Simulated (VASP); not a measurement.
Here is the system:

```yaml
crystal:
  lattice:
    - [0.00000, 2.73067, 2.73067]
    - [2.73067, 0.00000, 2.73067]
    - [2.73067, 2.73067, 0.00000]
  atoms:
    - { symbol: Cd, position: [0.00000, 0.00000, 0.00000] }
    - { symbol: F, position: [0.25000, 0.25000, 0.25000] }
    - { symbol: F, position: [0.75000, 0.75000, 0.75000] }
```

Calculation: PBE GGA with D3 dispersion (zero damping), VASP's PBE PAW potentials (set 64) (plane waves; VASP). Numerical set-up: 520 eV cut-off, 8×8×8 Γ-centred mesh, tetrahedra with Blöchl corrections, potentials Cd F.

Question: Predict the energy per atom (σ→0), band gap (on the k-mesh) with the smallest direct gap where there is one.

Answer: 
- band gap (on the k-mesh): 2.92 eV
- smallest direct gap (on the k-mesh): 3.47 eV
- energy per atom (σ→0): -3.785 eV/atom

Only differences to runs with the same potentials and settings are physical.

The compound is CdF2 in the fluorite structure. It was relaxed first.
